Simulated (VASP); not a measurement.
Calculation: PBE GGA, VASP's PBE PAW potentials (set 64) (plane waves; VASP).

VASP input:

POSCAR:
```
CsI
1
    4.5700000000     0.0000000000     0.0000000000
    0.0000000000     4.5700000000     0.0000000000
    0.0000000000     0.0000000000     4.5700000000
Cs I
1 1
Direct
  0.0000000000   0.0000000000   0.0000000000
  0.5000000000   0.5000000000   0.5000000000
```

### KPOINTS
```
Automatic mesh
0
Gamma
5 5 5
0 0 0
```

INCAR:
```
SYSTEM=CsI
PREC=Accurate; ENCUT=400; LREAL=.FALSE.
LASPH=.FALSE.
EDIFF=1E-6; NELM=100; ALGO=Normal
LMAXMIX=4
ISMEAR=0; SIGMA=0.05
GGA=PE
ISIF=2
LWAVE=.FALSE.; LCHARG=.FALSE.
```

POTCAR, in this order: Cs_sv I (PBE.64 set). Program: vasp_std.

**Question.** What does the run give for the energy per atom (σ→0)?

**Answer.** 
| Property | Value |
|---|---|
| energy per atom (σ→0) | -2.714 eV/atom |

OSZICAR:
```
...
DAV:   6    -0.544862573103E+01    0.11913E+00   -0.16118E-01   272   0.191E+00    0.122E+00
DAV:   7    -0.542402049552E+01    0.24605E-01   -0.13912E-01   268   0.183E+00    0.596E-01
DAV:   8    -0.542739935102E+01   -0.33789E-02   -0.96545E-03   272   0.635E-01    0.847E-02
DAV:   9    -0.542777984584E+01   -0.38049E-03   -0.88212E-04   276   0.202E-01    0.755E-02
DAV:  10    -0.542787505890E+01   -0.95213E-04   -0.13907E-04   288   0.803E-02    0.138E-02
DAV:  11    -0.542787201054E+01    0.30484E-05   -0.40524E-05   264   0.321E-02    0.555E-03
DAV:  12    -0.542787247112E+01   -0.46057E-06   -0.38593E-06   276   0.139E-02
   1 F= -.54278725E+01 E0= -.54278725E+01  d E =-.165738E-12
```

The compound is CsI in the CsCl type structure. The cell was not relaxed at this level. The run is one of a series of settings (LASPH = .FALSE. against the base run), some of them coarse on purpose.
